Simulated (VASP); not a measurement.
Given:

```
CELL_PARAMETERS angstrom
      3.93703     0.00000     0.00000
      0.00000     3.93703     0.00000
      0.00000     0.00000     3.93703
ATOMIC_POSITIONS crystal
  Ti 0.00000 0.00000 0.00000
  Pt 0.00000 0.50000 0.50000
  Pt 0.50000 0.00000 0.50000
  Pt 0.50000 0.50000 0.00000
```

All values below come from PBEsol GGA, VASP's PBE PAW potentials (set 64) (plane waves; VASP). Run with 520 eV cut-off, 8×8×8 Γ-centred mesh, first-order Methfessel-Paxton smearing of 0.10 eV, potentials Ti_sv Pt.

Q: Give the stress tensor in GPa (positive for a compressed cell).

A: 
```
-7.36   0.00   0.00
 0.00  -7.36   0.00
 0.00   0.00  -7.36
```
The pressure is its mean diagonal, -7.36 GPa.

The compound is Pt3Ti in the L1_2 structure. This cell is one point of a volume scan, at 1.03 of the reference volume.
